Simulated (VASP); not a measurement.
Calculation: PBEsol GGA, VASP's PBE PAW potentials (set 64) (plane waves; VASP).

The input files of a VASP run:

### INCAR
```
LORBIT = 11   # lm-projected
LMAXMIX = 6   # l cut-off of mixed one-centre charges
LWAVE = .FALSE.
EDIFF = 1E-7   # SCF stop (eV)
LREAL = .FALSE.   # projection in real space or not
NELM = 100
SIGMA = 0.05   # width (eV)
ENCUT = 400
SYSTEM = LaSi
ISMEAR = 0
LCHARG = .FALSE.
GGA = PS   # PBEsol
PREC = Accurate
ICHARG = 11   # fixed density
ALGO = Normal   # blocked Davidson
LASPH = .TRUE.
```

**POSCAR**
```
LaSi
3.6626780
  1.0000000477   0.0000000000   0.0000000000
  0.0000000000   1.0000000477   0.0000000000
  0.0000000000   0.0000000000   1.0000000477
La Si
1 1
Cart
  0.0000000000   0.0000000000   0.0000000000
  0.5000000239   0.5000000239   0.5000000239
```

KPOINTS:
```
k-points along high-symmetry lines
15
Line-mode
Reciprocal
  0.000000   0.000000   0.000000 ! GAMMA
  0.000000   0.500000   0.000000 ! X

  0.000000   0.500000   0.000000 ! X
  0.500000   0.500000   0.000000 ! M

  0.500000   0.500000   0.000000 ! M
  0.000000   0.000000   0.000000 ! GAMMA

  0.000000   0.000000   0.000000 ! GAMMA
  0.500000   0.500000   0.500000 ! R

  0.500000   0.500000   0.500000 ! R
  0.000000   0.500000   0.000000 ! X

  0.500000   0.500000   0.500000 ! R
  0.500000   0.500000   0.000000 ! M
```

POTCAR, in this order: La Si (PBE.64 set). Program: vasp_std. Read from the step before: CHGCAR.

Output of the run:

### OSZICAR
```
       N       E                     dE             d eps       ncg     rms          rms(c)
DAV:   1     0.113322105273E+03    0.11332E+03   -0.44494E+03  1988   0.136E+03
DAV:   2    -0.518418976099E+01   -0.11851E+03   -0.11567E+03  2980   0.241E+02
DAV:   3    -0.123031296096E+02   -0.71189E+01   -0.68424E+01  2898   0.922E+01
DAV:   4    -0.128237175179E+02   -0.52059E+00   -0.49532E+00  3882   0.190E+01
DAV:   5    -0.128492917424E+02   -0.25574E-01   -0.20816E-01  3106   0.350E+00
DAV:   6    -0.128511390296E+02   -0.18473E-02   -0.18449E-02  3757   0.935E-01
DAV:   7    -0.128512146665E+02   -0.75637E-04   -0.75607E-04  2816   0.167E-01
DAV:   8    -0.128512217243E+02   -0.70577E-05   -0.70557E-05  3709   0.660E-02
DAV:   9    -0.128512220021E+02   -0.27782E-06   -0.27776E-06  2773   0.102E-02
DAV:  10    -0.128512220433E+02   -0.41217E-07   -0.41767E-07  2887   0.458E-03
   1 F= -.12851222E+02 E0= -.12850182E+02  d E =-.208007E-02
```

OUTCAR:
```
 val. band max:        8.4520090131   @ k =   0.0000   0.3929   0.0000

 cond. band min:       8.4858345779   @ k =   0.1429   0.5000   0.0000



 k-point     1 :       0.0000    0.0000    0.0000
  band No.  band energies     occupation
      1     -23.9212      2.00000
      2      -7.2586      2.00000
      3      -7.2586      2.00000
      4      -7.2586      2.00000
      5       0.0707      2.00000
      6       7.4860      2.00000
      7       7.4860      2.00000
      8       9.6311      0.00000
      9       9.6311      0.00000
     10       9.6311      0.00000
     11      10.9329      0.00000

 k-point     2 :       0.0000    0.0357    0.0000
  band No.  band energies     occupation
      1     -23.9200      2.00000
      2      -7.2752      2.00000
      3      -7.2571      2.00000
      4      -7.2571      2.00000
      5       0.0922      2.00000
      6       7.4890      2.00000
      7       7.4955      2.00000
      8       9.6052      0.00000
      9       9.6155      0.00000
     10       9.6155      0.00000
     11      10.9316      0.00000

 k-point     3 :       0.0000    0.0714    0.0000
  band No.  band energies     occupation
      1     -23.9166      2.00000
      2      -7.3235      2.00000
      3      -7.2529      2.00000
      4      -7.2529      2.00000
      5       0.1558      2.00000
      6       7.4884      2.00000
      7       7.5239      2.00000
      8       9.5416      0.00000
      9       9.5686      0.00000
     10       9.5686      0.00000
     11      10.9191      0.00000

 k-point     4 :       0.0000    0.1071    0.0000
  band No.  band energies     occupation
      1     -23.9110      2.00000
      2      -7.4001      2.00000
      3      -7.2459      2.00000
      4      -7.2459      2.00000
      5       0.2587      2.00000
      6       7.4572      2.00000
      7       7.5709      2.00000
      8       9.4806      0.00000
      9       9.4911      0.00000
     10       9.4911      0.00000
...
```

The density is held fixed in this step, so its total energy and stress have no physical meaning.

The structure was generated: LaSi was put into the CsCl type type (Pm-3m), which need not be its known phase. It was relaxed first, which changed the volume by -30 %. The electron count is odd and the run is not spin-polarised, which forces a metal.
